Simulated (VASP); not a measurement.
An input for Quantum ESPRESSO's pw.x (written as the equivalent of a VASP run, and not itself run):

```
&CONTROL
  calculation = 'vc-relax'
  pseudo_dir = './pseudo'
  outdir = './out'
  tprnfor = .true.
  tstress = .true.
  nstep = 60
  forc_conv_thr = 0.00039
/
&SYSTEM
  ibrav = 0
  nat = 2
  ntyp = 2
  ecutwfc = 46
  occupations = 'smearing'
  smearing = 'gaussian'
  degauss = 0.003675
  input_dft = 'pbesol'
/
&ELECTRONS
  conv_thr = 7.3e-08
  electron_maxstep = 100
/
&IONS
/
&CELL
/
ATOMIC_SPECIES
  Rb 85.468 Rb.upf
  Br 79.904 Br.upf
CELL_PARAMETERS angstrom
     0.0000000    3.8210567    3.8210567
     3.8210567    0.0000000    3.8210567
     3.8210567    3.8210567    0.0000000
ATOMIC_POSITIONS crystal
  Rb   0.0000000  1.0000000  1.0000000
  Br   0.2500000  0.2500000  0.2500000
K_POINTS automatic
  6 6 6 0 0 0
```

Q: Translate this input to VASP (INCAR, KPOINTS, POSCAR, choice of POTCAR).

A: Several could match; the one computed here: 
KPOINTS:
```
kpoints
0
Gamma
  6 6 6
0 0 0
```

POSCAR:
```
RbBr
1
    0.0000000000     3.8210566591     3.8210566591
    3.8210566591     0.0000000000     3.8210566591
    3.8210566591     3.8210566591     0.0000000000
Rb Br
1 1
Direct
  0.0000000000   1.0000000000   1.0000000000
  0.2500000000   0.2500000000   0.2500000000
```

### INCAR
```
! general
SYSTEM =RbBr
PREC   =Accurate
ENCUT  =400
LREAL  =.FALSE.
LASPH  =.TRUE.

! electronic loop
EDIFF  =1E-6
NELM   =100
ALGO   =Normal
LMAXMIX=4

! smearing
ISMEAR =0
SIGMA  =0.05

! functional
GGA    =PS

! ions
IBRION =2
NSW    =60
ISIF   =3
EDIFFG =-0.01

! output
LWAVE  =.FALSE.
LCHARG =.FALSE.
```

POTCAR, in this order: Rb_sv Br (PBE.64 set). Program: vasp_std.

Limits of the translation: the potentials are each code's own (VASP's PAW set, PseudoDojo norm-conserving files in pw.x), so ENCUT and ecutwfc are chosen apart and not converted; conv_thr bounds pw.x's estimated SCF error, while EDIFF bounds the energy change between steps; forc_conv_thr acts on force components and is met together with etot_conv_thr.

The structure was generated: RbBr was put into the zinc blende type (F-43m), which need not be its known phase. It was relaxed first, which changed the volume by -8 %. The start is the result of an earlier pass.
